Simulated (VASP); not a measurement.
Consider the following.

```
CELL_PARAMETERS angstrom
      1.51189    -2.61866     0.00000
      1.51189     2.61866     0.00000
      0.00000     0.00000     3.22309
ATOMIC_POSITIONS crystal
  Ti 0.00000 0.00000 0.00000
  B  0.33333 0.66667 0.50000
  B  0.66667 0.33333 0.50000
```

Calculation: r2SCAN+rVV10, VASP's PBE PAW potentials (set 64) (plane waves; VASP 6.6.1). Numerical set-up: 520 eV cut-off, 13×13×11 Γ-centred mesh, tetrahedra with Blöchl corrections, potentials Ti_sv B.

Q: Give the energies of bands 6 to 12 at the high-symmetry points, in eV from the Fermi level.

A: 
```tsv
band	Γ	M	K	A	L	H
6	-2.87	-10.13	-9.13	-8.26	-8.26	-9.35
7	-2.87	-3.64	-7.89	-0.72	-5.07	-6.25
8	-2.70	-3.56	-2.11	-0.72	-4.20	-3.57
9	-2.30	-2.48	-2.11	-0.30	-3.61	-3.57
10	1.92	1.32	1.35	-0.30	2.57	2.59
11	1.92	2.82	1.35	0.39	3.01	4.34
12	3.80	3.33	2.06	0.39	4.58	4.34
```

It has no gap at this level: it comes out as a metal or semimetal.

The compound is TiB2 in the AlB2 type structure. It was relaxed first.
